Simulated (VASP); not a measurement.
Method: PBEsol GGA, VASP's PBE PAW potentials (set 64) (plane waves; VASP).

VASP ran on this input.

INCAR:
```
# general
SYSTEM  = SiMo3
PREC    = Accurate
ENCUT   = 300
LREAL   = .FALSE.
LASPH   = .TRUE.

# electronic loop
EDIFF   = 1E-6
NELM    = 100
ALGO    = Normal
LMAXMIX = 4

# smearing
ISMEAR  = 0
SIGMA   = 0.2

# functional
GGA     = PS

# ions
ISIF    = 2

# output
LWAVE   = .FALSE.
LCHARG  = .FALSE.
```

### KPOINTS
```
Automatic mesh
0
Gamma
5 5 5
0 0 0
```

POSCAR:
```
SiMo3
4.870630
  1.0000000000   0.0000000000   0.0000000000
  0.0000000000   1.0000000000   0.0000000000
  0.0000000000   0.0000000000   1.0000000000
Si Mo
2 6
Cartesian
  0.5000000000   0.5000000000   0.5000000000
  0.0000000000   0.0000000000   0.0000000000
  0.0000000000   0.5000000000   0.2500000000
  0.0000000000   0.5000000000   0.7500000000
  0.2500000000   0.0000000000   0.5000000000
  0.7500000000   0.0000000000   0.5000000000
  0.5000000000   0.2500000000   0.0000000000
  0.5000000000   0.7500000000   0.0000000000
```

POTCAR, in this order: Si Mo_sv (PBE.64 set). Program: vasp_std.

At this cut-off the stress carries a Pulay error, which pulls relaxed volumes low.

Problem. What does the run give for the energy per atom (σ→0), pressure, band gap (on the k-mesh)?

Solution. 
energy per atom (σ→0): -10.653 eV/atom
band gap (on the k-mesh): none (metal, semimetal or under 0.01 eV)
pressure: -1.79 GPa

### OSZICAR
```
...
DAV:   7    -0.853143490562E+02    0.35912E+00   -0.98611E-01  1384   0.425E+00    0.348E+00
DAV:   8    -0.852517323308E+02    0.62617E-01   -0.13804E-01  1254   0.122E+00    0.577E-01
DAV:   9    -0.852505280183E+02    0.12043E-02   -0.71375E-03  1344   0.292E-01    0.298E-01
DAV:  10    -0.852502965069E+02    0.23151E-03   -0.69042E-04  1397   0.152E-01    0.122E-01
DAV:  11    -0.852503079631E+02   -0.11456E-04   -0.32901E-05  1328   0.309E-02    0.247E-02
DAV:  12    -0.852503041718E+02    0.37912E-05   -0.11172E-05  1236   0.192E-02    0.381E-03
DAV:  13    -0.852503040083E+02    0.16353E-06   -0.21237E-07   784   0.203E-03
   1 F= -.85250304E+02 E0= -.85220062E+02  d E =-.604842E-01
```

The structure comes from a computed database's SiMo3 entry; how it stands against other phases isn't given here. The cell was not relaxed at this level. The run is one of a series of settings (GGA = PS against the base run), some of them coarse on purpose.
